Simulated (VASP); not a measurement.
Computed with PBEsol GGA, VASP's PBE PAW potentials (set 64) (plane waves; VASP).

A VASP calculation is set up with these files.

File POSCAR:
```
BaTiO3
1
    3.9024486690     0.0000000000     0.0000000000
    0.0000000000     3.9024486690     0.0000000000
    0.0000000000     0.0000000000     3.9024486690
Ba Ti O
1 1 3
Direct
  0.0000000000   0.0000000000   0.0000000000
  0.5000000000   0.5000000000   0.5000000000
  0.5000000000   0.0000000000   0.5000000000
  0.0000000000   0.5000000000   0.5000000000
  0.5000000000   0.5000000000   0.0000000000
```

### INCAR
```
! general
SYSTEM   =  BaTiO3
PREC     =  Accurate
ENCUT    =  520
LREAL    =  .False.
LASPH    =  .True.

! electronic loop
EDIFF    =  1E-7
NELM     =  100
ALGO     =  Normal
LMAXMIX  =  4

! smearing
ISMEAR   =  0
SIGMA    =  0.05

! functional
GGA      =  PS

! ions
ISIF     =  2

! output
LWAVE    =  .False.
LCHARG   =  .False.
```

KPOINTS:
```
Automatic
0
Gamma
  6 6 6
0 0 0
```

POTCAR, in this order: Ba_sv Ti_sv O (PBE.64 set). Program: vasp_std.

Question: What will the output report for the number of irreducible k-points (NKPTS), largest plane-wave count, number of space-group operations, FFT grid (NGX, NGY, NGZ)?

Answer: 
| Property | Value |
|---|---|
| number of irreducible k-points (NKPTS) | 20 |
| largest plane-wave count | 1628 |
| number of space-group operations | 48 |
| FFT grid (NGX, NGY, NGZ) | 30 × 30 × 30 |

The compound is BaTiO3 in the cubic perovskite structure, the ideal cubic form; the compound distorts at low or room temperature. This cell is one point of a volume scan, at 0.94 of the reference volume.
